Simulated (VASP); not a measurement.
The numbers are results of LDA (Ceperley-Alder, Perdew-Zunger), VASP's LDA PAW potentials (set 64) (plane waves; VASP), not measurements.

A VASP calculation is set up with these files.

File KPOINTS:
```
Automatic
0
gamma
  8 8 8
0 0 0
```

POSCAR:
```
Si
1.0
  0.0000000000   2.7155000000   2.7155000000
  2.7155000000   0.0000000000   2.7155000000
  2.7155000000   2.7155000000   0.0000000000
Si
2
Cart
  0.0000000000   0.0000000000   0.0000000000
  1.3577500000   1.3577500000   1.3577500000
```

### INCAR
```
SYSTEM=Si
PREC=Accurate; ENCUT=520; LREAL=.FALSE.
LASPH=.TRUE.
EDIFF=1E-6; NELM=100; ALGO=Normal
ISMEAR=0; SIGMA=0.05
IBRION=2; NSW=60; ISIF=3
EDIFFG=-0.01
LWAVE=.FALSE.; LCHARG=.FALSE.
```

POTCAR, in this order: Si (LDA.64 set). Program: vasp_std.

Output

File OUTCAR:
```
 ion  position               nearest neighbor table
   1  0.000  0.000  0.000-   2 2.35   2 2.35   2 2.35   2 2.35
   2  0.250  0.250  0.250-   1 2.35   1 2.35   1 2.35   1 2.35
  LATTYP: Found a face centered cubic cell.
 ALAT       =     5.4310000000
 Subroutine PRICEL returns:
 Original cell was already a primitive cell.
 Subroutine GETGRP returns: Found 48 space group operations
The static configuration has the point symmetry T_d .
 The point group associated with its full space group is O_h .
The dynamic configuration has the point symmetry T_d .
 Subroutine INISYM returns: Found 48 space group operations
 Subroutine IBZKPT returns following result:
 Found     29 irreducible k-points:

 Following reciprocal coordinates:
            Coordinates               Weight
  0.000000  0.000000  0.000000      1.000000
  0.125000  0.000000  0.000000      8.000000
  0.250000  0.000000  0.000000      8.000000
  0.375000  0.000000  0.000000      8.000000
  0.500000  0.000000  0.000000      4.000000
  0.125000  0.125000  0.000000      6.000000
  0.250000  0.125000  0.000000     24.000000
  0.375000  0.125000  0.000000     24.000000
...
```

File OSZICAR:
```
       N       E                     dE             d eps       ncg     rms          rms(c)
DAV:   1     0.558608979472E+01    0.55861E+01   -0.31589E+03   464   0.759E+02
DAV:   2    -0.118739343231E+02   -0.17460E+02   -0.16342E+02   720   0.820E+01
DAV:   3    -0.121729663015E+02   -0.29903E+00   -0.29903E+00   592   0.128E+01
DAV:   4    -0.121746679562E+02   -0.17017E-02   -0.17017E-02   736   0.100E+00
DAV:   5    -0.121746757375E+02   -0.77813E-05   -0.77814E-05   616   0.388E-02    0.501E+00
DAV:   6    -0.119949067856E+02    0.17977E+00   -0.12137E-01   584   0.174E+00    0.300E+00
DAV:   7    -0.119127771814E+02    0.82130E-01   -0.21425E-01   568   0.236E+00    0.234E-01
DAV:   8    -0.119128069494E+02   -0.29768E-04   -0.62028E-03   528   0.586E-01    0.664E-02
DAV:   9    -0.119127879315E+02    0.19018E-04   -0.19938E-04   608   0.968E-02    0.576E-02
DAV:  10    -0.119127926016E+02   -0.46701E-05   -0.10418E-05   640   0.241E-02    0.298E-02
DAV:  11    -0.119127925373E+02    0.64259E-07   -0.57407E-07   392   0.536E-03
   1 F= -.11912793E+02 E0= -.11912793E+02  d E =-.119128E+02
       N       E                     dE             d eps       ncg     rms          rms(c)
DAV:   1    -0.119188249159E+02   -0.60323E-02   -0.15823E-01   544   0.229E+00    0.369E-01
DAV:   2    -0.119156805147E+02    0.31444E-02   -0.31566E-03   576   0.383E-01    0.231E-01
DAV:   3    -0.119142211183E+02    0.14594E-02   -0.35416E-03   536   0.300E-01    0.591E-02
DAV:   4    -0.119142170035E+02    0.41148E-05   -0.35213E-05   632   0.536E-02    0.508E-02
DAV:   5    -0.119142085831E+02    0.84205E-05   -0.21607E-06   496   0.115E-02    0.441E-03
DAV:   6    -0.119142085711E+02    0.11982E-07   -0.59189E-08   280   0.225E-03
   2 F= -.11914209E+02 E0= -.11914209E+02  d E =-.141603E-02
       N       E                     dE             d eps       ncg     rms          rms(c)
DAV:   1    -0.119164097657E+02   -0.22012E-02   -0.26515E-02   544   0.931E-01    0.150E-01
DAV:   2    -0.119158798887E+02    0.52988E-03   -0.53331E-04   576   0.158E-01    0.951E-02
DAV:   3    -0.119156327545E+02    0.24713E-03   -0.60116E-04   536   0.123E-01    0.236E-02
DAV:   4    -0.119156320643E+02    0.69015E-06   -0.59555E-06   584   0.220E-02
   3 F= -.11915632E+02 E0= -.11915632E+02  d E =-.283953E-02
```

OUTCAR:
```
------------------------ aborting loop because EDIFF is reached ----------------------------------------
  FORCE on cell =-STRESS in cart. coord.  units (eV):
  Direction    XX          YY          ZZ          XY          YZ          ZX
  --------------------------------------------------------------------------------------
  Total        0.0002619      0.0002619      0.0002619     -0.0000000      0.0000000      0.0000000
  in kB        0.0106430      0.0106430      0.0106430     -0.0000000      0.0000000      0.0000000
  external PRESSURE =       0.0106430 kB  Pullay stress =       0.0000000 kB
  volume of cell :       39.43
      direct lattice vectors                 reciprocal lattice vectors
     0.000000000  2.701495197  2.701495197    -0.185082691  0.185082691  0.185082691
     2.701495197  0.000000000  2.701495197     0.185082691 -0.185082691  0.185082691
     2.701495197  2.701495197 -0.000000000     0.185082691  0.185082691 -0.185082691
 POSITION                                       TOTAL-FORCE (eV/Angst)
 -----------------------------------------------------------------------------------
      0.00000      0.00000      0.00000         0.000000     -0.000000     -0.000000
      1.35075      1.35075      1.35075        -0.000000      0.000000      0.000000
 -----------------------------------------------------------------------------------
    total drift:                               -0.000000     -0.000000     -0.000000
  FREE ENERGIE OF THE ION-ELECTRON SYSTEM (eV)
  ---------------------------------------------------
  free  energy   TOTEN  =       -11.9156320643 eV

  energy  without entropy=      -11.9156320643  energy(sigma->0) =      -11.91563206

 reached required accuracy - stopping structural energy minimisation
```
(Selected blocks of OUTCAR.)

CONTCAR:
```
Si
   1.00000000000000
     0.0000000000000000    2.7014951967710275    2.7014951967710275
     2.7014951967710275    0.0000000000000000    2.7014951967710275
     2.7014951967710275    2.7014951967710275   -0.0000000000000000
  Si
     2
Direct
     0.0000000000000000    0.0000000000000000    0.0000000000000000
     0.2500000000000000    0.2500000000000000    0.2500000000000000
```

The compound is Si in the diamond structure. This run relaxes it. Symmetry was kept, so distortions that lower it aren't found.
